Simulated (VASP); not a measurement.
Input of a VASP 6.6.1 run:

Contents of INCAR:

```
ALGO = Fast
EDIFF = 1E-6
ENCUT = 520
GGA = PS
ISIF = 2
ISMEAR = 0
LASPH = T
LCHARG = F
LREAL = F
LWAVE = F
NBANDS = 31
NELM = 100
PREC = Accurate
SIGMA = 0.01
```

File KPOINTS:

```
k-points
0
Gamma
  6 6 6
```

POSCAR

```
AlGa2P3
1.0
   -1.9311216579      5.7929231462      2.7300511694
    1.9311216579     -5.7929231462      2.7300511694
    1.9311216579      5.7929231462     -2.7300511694
Al P Ga
1 3 2
Direct
   -0.0004413400     -0.0004413400      0.0000000000
    0.7496382446      0.2496382446      0.5000000000
    0.4170330689      0.2502596618      0.1667734071
    0.0834862547      0.2502596618      0.8332265929
    0.6670529107      0.0001418859      0.6669110248
    0.3332308611      0.0001418859      0.3330889752
```

Potentials or basis: VASP PAW PBE potentials, release 64 (Al, P, Ga_d).

Command:

```sh
$ cat potpaw_PBE.64/Al/POTCAR potpaw_PBE.64/P/POTCAR potpaw_PBE.64/Ga_d/POTCAR > POTCAR
$ mpirun -np 1 vasp_std > vasp.out
```

Predict the largest force.

0.047 eV/Å.

Predict the pressure.

-0.5 GPa.

Forces in eV/Å, atoms in the order of the input:
```
Al   0.000  0.000  0.002
P    0.000  0.000 -0.047
P    0.000  0.029  0.024
P    0.000 -0.029  0.024
Ga   0.000 -0.001 -0.002
Ga   0.000  0.001 -0.002
```

Caveat: the PAW data sets were made with another functional, which shifts forces and pressure a little.
